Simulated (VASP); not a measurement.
Level of theory: SCAN meta-GGA, VASP's PBE PAW potentials (set 64) (plane waves; VASP 6.6.1).

VASP ran on this input.

KPOINTS:
```
Automatic mesh
0
Gamma
17 17 17
0 0 0
```

File KPOINTS_OPT:
```
k-points along high-symmetry lines
10
Line-mode
Reciprocal
  0.000000   0.000000   0.000000 ! GAMMA
  0.500000   0.000000   0.500000 ! X

  0.500000   0.000000   0.500000 ! X
  0.625000   0.250000   0.625000 ! U

  0.375000   0.375000   0.750000 ! K
  0.000000   0.000000   0.000000 ! GAMMA

  0.000000   0.000000   0.000000 ! GAMMA
  0.500000   0.500000   0.500000 ! L

  0.500000   0.500000   0.500000 ! L
  0.500000   0.250000   0.750000 ! W

  0.500000   0.250000   0.750000 ! W
  0.500000   0.000000   0.500000 ! X
```

### POSCAR
```
Ag
1
   -0.0000000000     2.0403213244     2.0403213244
    2.0403213244     0.0000000000     2.0403213244
    2.0403213244     2.0403213244     0.0000000000
Ag
1
Direct
  1.0000000000   0.0000000000   0.0000000000
```

### INCAR
```
ALGO  =  Normal
EDIFF  =  1E-7
ENCUT  =  520
ISIF  =  2
ISMEAR  =  -5
LASPH  =  .TRUE.
LCHARG  =  .FALSE.
LMAXMIX  =  4
LMIXTAU  =  .TRUE.
LORBIT  =  11
LREAL  =  .FALSE.
LWAVE  =  .FALSE.
METAGGA  =  SCAN
NEDOS  =  601
NELM  =  100
PREC  =  Accurate
SYSTEM  =  Ag
```

POTCAR, in this order: Ag (PBE.64 set). Program: vasp_std.

Output of the run:

**OSZICAR**
```
       N       E                     dE             d eps       ncg     rms          rms(c)
DAV:   1     0.145054321531E+02    0.14505E+02   -0.58622E+03  3042   0.114E+03
DAV:   2    -0.349002411845E+02   -0.49406E+02   -0.47737E+02  3062   0.215E+02
DAV:   3    -0.352995455538E+02   -0.39930E+00   -0.39917E+00  3504   0.243E+01
DAV:   4    -0.353004225988E+02   -0.87704E-03   -0.87694E-03  3385   0.103E+00
DAV:   5    -0.353004293408E+02   -0.67420E-05   -0.67414E-05  3344   0.817E-02    0.690E+00
DAV:   6    -0.312114622701E+02    0.40890E+01   -0.11904E+01  3026   0.404E+01    0.555E+00
DAV:   7    -0.313748499699E+02   -0.16339E+00   -0.86052E-01  2977   0.955E+00    0.241E+00
DAV:   8    -0.313626765825E+02    0.12173E-01   -0.34536E-02  2976   0.195E+00    0.322E-01
DAV:   9    -0.313727520708E+02   -0.10075E-01   -0.24969E-02  3086   0.123E+00    0.171E-01
DAV:  10    -0.313745703557E+02   -0.18183E-02   -0.20837E-03  2986   0.528E-01    0.861E-02
DAV:  11    -0.313754272854E+02   -0.85693E-03   -0.78822E-03  3010   0.879E-01    0.102E-01
DAV:  12    -0.313756124130E+02   -0.18513E-03   -0.10243E-03  3093   0.351E-01    0.316E-02
DAV:  13    -0.313757508395E+02   -0.13843E-03   -0.92954E-05  2989   0.126E-01    0.143E-02
DAV:  14    -0.313757435941E+02    0.72455E-05   -0.24930E-05  3063   0.422E-02    0.715E-03
DAV:  15    -0.313757492671E+02   -0.56730E-05   -0.26612E-06  3185   0.193E-02    0.230E-03
DAV:  16    -0.313757469379E+02    0.23292E-05   -0.76422E-07  3064   0.944E-03    0.289E-04
DAV:  17    -0.313757485925E+02   -0.16546E-05   -0.37778E-08  1533   0.214E-03    0.243E-04
DAV:  18    -0.313757481159E+02    0.47666E-06   -0.17740E-08  1529   0.142E-03    0.190E-04
DAV:  19    -0.313757484757E+02   -0.35989E-06   -0.37322E-09  1499   0.594E-04    0.339E-05
DAV:  20    -0.313757483612E+02    0.11455E-06   -0.12809E-10  1512   0.138E-04    0.212E-05
DAV:  21    -0.313757484246E+02   -0.63371E-07   -0.32140E-11  1496   0.623E-05
   1 F= -.31375748E+02 E0= -.31375748E+02  d E =0.000000E+00
       N       E                     dE             ncg
```

### OUTCAR
```
------------------------ aborting loop because EDIFF is reached ----------------------------------------
  FORCE on cell =-STRESS in cart. coord.  units (eV):
  Direction    XX          YY          ZZ          XY          YZ          ZX
  --------------------------------------------------------------------------------------
  Total        0.0044159      0.0044159      0.0044159     -0.0000000      0.0000000     -0.0000000
  in kB        0.4164938      0.4164938      0.4164938     -0.0000000      0.0000000     -0.0000000
  external PRESSURE =       0.4164938 kB  Pullay stress =       0.0000000 kB
  volume of cell :       16.99
      direct lattice vectors                 reciprocal lattice vectors
     0.000000000  2.040321324  2.040321324    -0.245059439  0.245059439  0.245059439
     2.040321324  0.000000000  2.040321324     0.245059439 -0.245059439  0.245059439
     2.040321324  2.040321324  0.000000000     0.245059439  0.245059439 -0.245059439
 POSITION                                       TOTAL-FORCE (eV/Angst)
 -----------------------------------------------------------------------------------
      0.00000      0.00000      0.00000         0.000000     -0.000000      0.000000
 -----------------------------------------------------------------------------------
    total drift:                               -0.000000      0.000000      0.000000
  FREE ENERGIE OF THE ION-ELECTRON SYSTEM (eV)
  ---------------------------------------------------
  free  energy   TOTEN  =       -31.3757484246 eV

  energy  without entropy=      -31.3757484246  energy(sigma->0) =      -31.37574842

 total charge

# of ion       s       p       d       tot
------------------------------------------
    1        0.453   0.299   9.168   9.920
```
(Selected blocks of OUTCAR.)

OUTCAR:
```
 val. band max:        8.3828720291   @ k =  -0.2941   0.2353   0.0000

 cond. band min:       8.3336652444   @ k =   0.4118   0.4118   0.0000


 Fermi energy:         8.4179959145

 k-point     1 :       0.0000    0.0000    0.0000
  band No.  band energies     occupation
      1       0.3366      2.00000
      2       3.2784      2.00000
      3       3.2784      2.00000
      4       3.2784      2.00000
      5       4.3354      2.00000
      6       4.3354      2.00000
      7      25.1537      0.00000
      8      28.8277      0.00000
      9      28.8277      0.00000

 k-point     2 :       0.0588    0.0000    0.0000
  band No.  band energies     occupation
      1       0.4489      2.00000
      2       3.2527      2.00000
      3       3.3097      2.00000
      4       3.3097      2.00000
      5       4.3235      2.00000
      6       4.3235      2.00000
      7      25.1702      0.00000
      8      27.8543      0.00000
      9      28.8677      0.00000

 k-point     3 :       0.1176    0.0000    0.0000
  band No.  band energies     occupation
      1       0.7709      2.00000
      2       3.1964      2.00000
      3       3.3892      2.00000
      4       3.3892      2.00000
      5       4.3021      2.00000
      6       4.3021      2.00000
      7      24.7578      0.00000
      8      26.3884      0.00000
      9      28.9580      0.00000

 k-point     4 :       0.1765    0.0000    0.0000
  band No.  band energies     occupation
      1       1.2364      2.00000
      2       3.1906      2.00000
      3       3.4700      2.00000
      4       3.4700      2.00000
      5       4.3170      2.00000
      6       4.3170      2.00000
      7      22.8855      0.00000
      8      26.0542      0.00000
      9      29.0066      0.00000

 k-point     5 :       0.2353    0.0000    0.0000
  band No.  band energies     occupation
      1       1.6549      2.00000
      2       3.4435      2.00000
      3       3.4899      2.00000
...
```

For a metal the tetrahedron method with Blöchl corrections gives inexact stress and forces.

The compound is Ag in the fcc structure. It was relaxed first.
